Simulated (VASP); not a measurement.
Consider the following.

```
CELL_PARAMETERS angstrom
      1.56229    -2.70596     0.00000
      1.56229     2.70596     0.00000
      0.00000     0.00000     3.45438
ATOMIC_POSITIONS crystal
  Hf 0.00000 0.00000 0.00000
  B  0.33333 0.66667 0.50000
  B  0.66667 0.33333 0.50000
```

Level of theory: PBEsol GGA, VASP's PBE PAW potentials (set 64) (plane waves; VASP). Settings: 600 eV cut-off, 10×10×8 Γ-centred mesh, first-order Methfessel-Paxton smearing of 0.10 eV, potentials Hf_pv B.

Energy and stress use the plane-wave basis of the starting cell.

Problem. The ions, cell shape and volume at an external pressure of 20.0 GPa are relaxed. Predict the relaxed structure.

Solution. 
```
CELL_PARAMETERS angstrom
      1.53034    -2.65063     0.00000
      1.53034     2.65063     0.00000
      0.00000     0.00000     3.36793
ATOMIC_POSITIONS crystal
  Hf 0.00000 0.00000 0.00000
  B  0.33333 0.66667 0.50000
  B  0.66667 0.33333 0.50000
```
Space group P6/mmm (191), at a tolerance of 0.03 Å.

Problem. How do energy and volume change from the first to the last step?

Solution. The energy (σ→0) changes by +36.9 meV/atom and the volume by -6.4 %, in 9 ionic steps.

```json
[
 {"step": "1", "E(σ→0) (eV)": "-27.8642", "max force (eV/Å)": "0.000", "pressure (GPa)": "-0.08", "volume (Å³)": "29.21"},
 {"step": "2", "E(σ→0) (eV)": "-26.9667", "max force (eV/Å)": "0.000", "pressure (GPa)": "68.77", "volume (Å³)": "24.35"},
 {"step": "3", "E(σ→0) (eV)": "-27.7616", "max force (eV/Å)": "0.000", "pressure (GPa)": "19.22", "volume (Å³)": "27.39"},
 {"step": "4", "E(σ→0) (eV)": "-27.7547", "max force (eV/Å)": "0.000", "pressure (GPa)": "19.92", "volume (Å³)": "27.34"},
 {"step": "5", "E(σ→0) (eV)": "-27.7501", "max force (eV/Å)": "0.000", "pressure (GPa)": "20.37", "volume (Å³)": "27.30"},
 {"step": "6", "E(σ→0) (eV)": "-27.7495", "max force (eV/Å)": "0.000", "pressure (GPa)": "20.41", "volume (Å³)": "27.29"},
 {"step": "7", "E(σ→0) (eV)": "-27.7496", "max force (eV/Å)": "0.000", "pressure (GPa)": "20.40", "volume (Å³)": "27.29"},
 {"step": "8", "E(σ→0) (eV)": "-27.7593", "max force (eV/Å)": "0.000", "pressure (GPa)": "19.42", "volume (Å³)": "27.37"},
 {"step": "9", "E(σ→0) (eV)": "-27.7535", "max force (eV/Å)": "0.000", "pressure (GPa)": "20.01", "volume (Å³)": "27.32"}
]
```

The compound is HfB2 in the AlB2 type structure. This run relaxes it under an external pressure of 20 GPa. Symmetry was kept, so distortions that lower it aren't found.
